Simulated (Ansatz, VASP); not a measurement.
**Two plane-wave programs on BeZn2Te3**

```
Be Zn Te
1.0
     6.28365    0.00000    0.00000
    -3.14183    5.44180    0.00000
     0.00000    0.00000    6.80781
Be Zn Te
1 2 3
Direct
  0.00000 0.00000 0.00000
  0.00000 0.00000 0.32573
  0.00000 0.00000 0.67427
  0.62734 0.00000 0.00000
  0.00000 0.62734 0.00000
  0.37266 0.37266 0.00000
```

Alike in both runs: functional PBE; k mesh 6 × 6 × 2; occupations gaussian, width 0.1 eV; no spin polarisation.

Ansatz relaxed the structure, and its values are those at the end. VASP's run is a single point on that final structure, the one shown.

|  | VASP | Ansatz |
| --- | --- | --- |
| version | VASP 6.6.1 | Ansatz 0.2.0 |
| potentials or method | VASP PAW PBE potentials, release 64 (Be, Zn, Te) | scalar-relativistic, plane waves, PAW |
| plane-wave cutoff (eV) | 520 | 420 |
| valence electrons in the cell | 44 | 74 |

```tsv
	VASP	Ansatz	Ansatz less VASP
gap on the k mesh at the Fermi level (eV)	none	none	-
pressure (GPa)	0.1	0.1	-0.05
rms of the force components (eV/Å)	0.012	0.001	-0.0106
```

A gap of «none» marks a metal or a gap that the smearing closes. The two sets of potentials don't hold the same shells in valence.

Caveats: the k mesh is coarse (spacing up to 0.46 Å⁻¹), so the values aren't converged. The runs have no spin-orbit coupling, so splittings on Te are missing.
